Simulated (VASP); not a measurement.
Al₂B₂N₄ (ordered alloy cell): computed properties

Calculation: PBEsol GGA, VASP's PBE PAW potentials (set 64) (plane waves; VASP).

```
Quantity                                                                                                     Result
-----------------------------------  ------------------------------------------------------------------------------
space group                                                                                               R3m (160)
cell                                 a = 2.8469 Å, b = 2.8469 Å, c = 14.0120 Å, α = 90.00°, β = 90.00°, γ = 120.00°
volume per atom                                                                                        8.20 Å³/atom
band gap (on the k-mesh)                                                                                    3.01 eV
smallest direct gap (on the k-mesh)                                                                         3.01 eV
band-edge character                                                                                  direct, Γ to Γ
density                                                                                                  3.33 g/cm³
```

AlBN2 is modelled in the trigonal space group R3m, hexagonal axes (No. 160), Pearson symbol hR4. Lattice parameters: a = 2.847 Å, b = 2.847 Å, c = 14.012 Å, α = 90.00°, β = 90.00°, γ = 120.00°. B on 3a sees 1 N at 1.519 Å and 3 N at 1.726 Å (tetrahedral). N1 on 3a sees 3 B at 1.726 Å and 1 Al at 1.880 Å (tetrahedral). N2 on 3a has 1 B at 1.519 Å and 3 Al at 1.805 Å (tetrahedral). Al on 3a is surrounded by 4 N at 1.805–1.880 Å (tetrahedral). (Neighbours: up to the widest gap in distance over summed covalent radii, below 1.35, at either atom; cation-cation and far metal-metal contacts left out.)
(The calculation used a cell of 8 atoms; values per cell refer to that cell.)

The structure was generated: Al2B2N4 was put into an ordered model structure (R3m), which need not be its known phase. It was relaxed first. Symmetry was kept, so distortions that lower it aren't found.
